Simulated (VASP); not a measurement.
Method: PBE GGA, VASP's PBE PAW potentials (set 64) (plane waves; VASP).

Input for VASP

File POSCAR:
```
NiAl
1
    2.8900000000     0.0000000000     0.0000000000
    0.0000000000     2.8900000000     0.0000000000
    0.0000000000     0.0000000000     2.8900000000
Al Ni
1 1
Direct
  0.5000000000   0.5000000000   0.5000000000
  0.0000000000   0.0000000000   0.0000000000
```

### KPOINTS
```
Automatic mesh
0
Gamma
11 11 11
0 0 0
```

### INCAR
```
SYSTEM = NiAl
PREC = Accurate; ENCUT = 400; LREAL = F
LASPH = T
EDIFF = 1E-6; NELM = 100; ALGO = Normal
LMAXMIX = 4
ISMEAR = 1; SIGMA = 0.1
GGA = PE
ISIF = 2
LWAVE = F; LCHARG = F
```

POTCAR, in this order: Al Ni (PBE.64 set). Program: vasp_std.

Question: What will the output report for the number of irreducible k-points (NKPTS), number of bands (NBANDS), largest plane-wave count, number of space-group operations, FFT grid (NGX, NGY, NGZ)?

Answer: 
```json
{
  "number of irreducible k-points (NKPTS)": "56",
  "number of bands (NBANDS)": "10",
  "largest_plane_wave_count": "461",
  "number_of_space_group_operations": "48",
  "FFT grid (NGX, NGY, NGZ)": "20 × 20 × 20"
}
```

The compound is NiAl in the CsCl type structure. The cell was not relaxed at this level. The run is not spin-polarised, so no magnetic state was tried. The electron count is odd and the run is not spin-polarised, which forces a metal.
